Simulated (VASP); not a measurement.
Here is the system:

```yaml
crystal:
  lattice:
    - [2.86324, 0.00000, 0.00000]
    - [0.00000, 2.86324, 0.00000]
    - [0.00000, 0.00000, 3.56816]
  atoms:
    - { symbol: Cu, position: [0.00000, 0.00000, 0.00000] }
    - { symbol: Au, position: [0.50000, 0.50000, 0.50000] }
```

The numbers are results of optB86b-vdW, VASP's PBE PAW potentials (set 64) (plane waves; VASP), not measurements. Numerical set-up: 520 eV cut-off, 14×14×12 Γ-centred mesh, tetrahedra with Blöchl corrections, potentials Cu Au.

Unless said otherwise, spin-orbit coupling is left out, though it shifts the bands of the heavy elements here.

Q: Predict the energy per atom (σ→0), band gap (on the k-mesh) with the smallest direct gap where there is one.

A: 
```yaml
band gap (on the k-mesh): none (metal, semimetal or under 0.01 eV)
energy per atom (σ→0): -0.916 eV/atom
```

Only differences to runs with the same potentials and settings are physical.

The compound is CuAu in the L1_0 structure. It was relaxed first.
